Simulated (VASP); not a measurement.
Computed with LDA (Ceperley-Alder, Perdew-Zunger), VASP's LDA PAW potentials (set 64) (plane waves; VASP).

VASP ran on this input.

**INCAR**
```
! general
SYSTEM   =  CdHgSe2
PREC     =  Accurate
ENCUT    =  400
LREAL    =  .FALSE.   ! projection in real space or not
LASPH    =  .TRUE.   ! aspherical one-centre terms

! electronic loop
EDIFF    =  1E-7
NELM     =  100   ! most electronic steps
ALGO     =  Normal
LMAXMIX  =  6

! smearing
ISMEAR   =  -5

! ions
ISIF     =  2

! output
LWAVE    =  .FALSE.
LCHARG   =  .TRUE.
LORBIT   =  11   ! lm-projected
NEDOS    =  601

! other
LEFG     =  .TRUE.
```

KPOINTS:
```
kpoints
0
Gamma
9 9 9
```

File POSCAR:
```
CdHgSe2
7.395840
  0.2891370803   0.1669333530   0.9426202760
 -0.2891370803   0.1669333530   0.9426202760
  0.0000000000  -0.3338667061   0.9426202760
Cd Hg Se
1 1 2
Cartesian
 -0.0000000000  -0.0000000000   1.4150078841
 -0.0000000000  -0.0000000000   2.8273745487
 -0.0000000000   0.0000000000   2.4719502430
  0.0000000000  -0.0000000000   1.0622450111
```

POTCAR, in this order: Cd Hg Se (LDA.64 set). Program: vasp_std.

The run wrote:

File OUTCAR:
```
 ion  position               nearest neighbor table
   1  0.500  0.500  0.500-   4 2.61   3 2.61   3 2.61   3 2.61
   2  1.000  1.000  1.000-   4 2.62   4 2.62   4 2.62   3 2.63
   3  0.874  0.874  0.874-   1 2.61   1 2.61   1 2.61   2 2.63
   4  0.376  0.376  0.376-   1 2.61   2 2.62   2 2.62   2 2.62
  LATTYP: Found a trigonal (rhomboedric) cell.
 ALAT       =     7.3958399270
 COS(alpha) =     0.8327994943
 Subroutine PRICEL returns:
 Original cell was already a primitive cell.
 Subroutine GETGRP returns: Found  6 space group operations
The static configuration has the point symmetry C_3v.
The dynamic configuration has the point symmetry C_3v.
 Subroutine INISYM returns: Found  6 space group operations
 Subroutine IBZKPT returns following result:
 Found     85 irreducible k-points:

 Following reciprocal coordinates:
            Coordinates               Weight
  0.000000  0.000000  0.000000      1.000000
  0.111111 -0.000000  0.000000      6.000000
  0.222222 -0.000000 -0.000000      6.000000
  0.333333  0.000000  0.000000      6.000000
  0.444444 -0.000000 -0.000000      6.000000
  0.111111  0.111111  0.000000      6.000000
  0.222222  0.111111  0.000000     12.000000
  0.333333  0.111111 -0.000000     12.000000
  0.444444  0.111111  0.000000     12.000000
 -0.444444  0.111111  0.000000     12.000000
 -0.333333  0.111111  0.000000     12.000000
 -0.222222  0.111111  0.000000     12.000000
 -0.111111  0.111111  0.000000      6.000000
  0.222222  0.222222  0.000000      6.000000
  0.333333  0.222222  0.000000     12.000000
  0.444444  0.222222  0.000000     12.000000
 -0.444444  0.222222  0.000000     12.000000
 -0.333333  0.222222  0.000000     12.000000
 -0.222222  0.222222  0.000000      6.000000
  0.333333  0.333333  0.000000      6.000000
  0.444444  0.333333 -0.000000     12.000000
...
```

### OSZICAR
```
       N       E                     dE             d eps       ncg     rms          rms(c)
DAV:   1     0.218745639966E+03    0.21875E+03   -0.14982E+04  3748   0.120E+03
DAV:   2    -0.985569649908E+00   -0.21973E+03   -0.21500E+03  4166   0.320E+02
DAV:   3    -0.128176706658E+02   -0.11832E+02   -0.11790E+02  4394   0.750E+01
DAV:   4    -0.129217711195E+02   -0.10410E+00   -0.10405E+00  4196   0.685E+00
DAV:   5    -0.129226547458E+02   -0.88363E-03   -0.88353E-03  4478   0.580E-01    0.111E+01
DAV:   6    -0.122819246312E+02    0.64073E+00   -0.14917E+00  4946   0.147E+01    0.832E+00
DAV:   7    -0.122538137835E+02    0.28111E-01   -0.60623E-01  4148   0.480E+00    0.269E+00
DAV:   8    -0.122424464520E+02    0.11367E-01   -0.10403E-01  4196   0.361E+00    0.499E-01
DAV:   9    -0.122418195128E+02    0.62694E-03   -0.10578E-02  4232   0.133E+00    0.149E-01
DAV:  10    -0.122417327254E+02    0.86787E-04   -0.41852E-04  4382   0.214E-01    0.392E-02
DAV:  11    -0.122417361246E+02   -0.33992E-05   -0.13514E-04  4036   0.110E-01    0.236E-02
DAV:  12    -0.122417332038E+02    0.29208E-05   -0.45736E-05  4500   0.678E-02    0.781E-03
DAV:  13    -0.122417328539E+02    0.34988E-06   -0.40844E-06  4230   0.220E-02    0.147E-03
DAV:  14    -0.122417328905E+02   -0.36654E-07   -0.31697E-07  3666   0.384E-03
   1 F= -.12241733E+02 E0= -.12241733E+02  d E =0.000000E+00
```

OUTCAR:
```
------------------------ aborting loop because EDIFF is reached ----------------------------------------
  FORCE on cell =-STRESS in cart. coord.  units (eV):
  Direction    XX          YY          ZZ          XY          YZ          ZX
  --------------------------------------------------------------------------------------
  Total        0.0227410      0.0227410      0.0099955      0.0000000      0.0000000      0.0000000
  in kB        0.3299312      0.3299312      0.1450173      0.0000000      0.0000000      0.0000000
  external PRESSURE =       0.2682932 kB  Pullay stress =       0.0000000 kB
  volume of cell :      110.43
      direct lattice vectors                 reciprocal lattice vectors
     2.138411584  1.234612370  6.971468742     0.233818412  0.134995138  0.047813932
    -2.138411584  1.234612370  6.971468742    -0.233818412  0.134995138  0.047813932
     0.000000000 -2.469224740  6.971468742     0.000000000 -0.269990275  0.047813932
 POSITION                                       TOTAL-FORCE (eV/Angst)
 -----------------------------------------------------------------------------------
      0.00000      0.00000     10.46517         0.000000      0.000000      0.014585
      0.00000      0.00000     20.91081         0.000000      0.000000     -0.005552
      0.00000      0.00000     18.28215         0.000000      0.000000     -0.016863
      0.00000      0.00000      7.85619         0.000000      0.000000      0.007830
 -----------------------------------------------------------------------------------
    total drift:                               -0.000000     -0.000008      0.000399
  FREE ENERGIE OF THE ION-ELECTRON SYSTEM (eV)
  ---------------------------------------------------
  free  energy   TOTEN  =       -12.2417328905 eV

  energy  without entropy=      -12.2417328905  energy(sigma->0) =      -12.24173289

 total charge

# of ion       s       p       d       tot
------------------------------------------
    1        0.468   0.335   9.538  10.341
    2        0.716   0.429   9.385  10.530
    3        1.454   2.366   0.028   3.847
    4        1.463   2.325   0.035   3.823
--------------------------------------------------
tot          4.101   5.454  18.986  28.541
```
(Selected blocks of OUTCAR.)

For a metal the tetrahedron method with Blöchl corrections gives inexact stress and forces.

The structure comes from a computed database's CdHgSe2 entry (R3m); how it stands against other phases isn't given here. It was relaxed first, which changed the volume by -6 %.
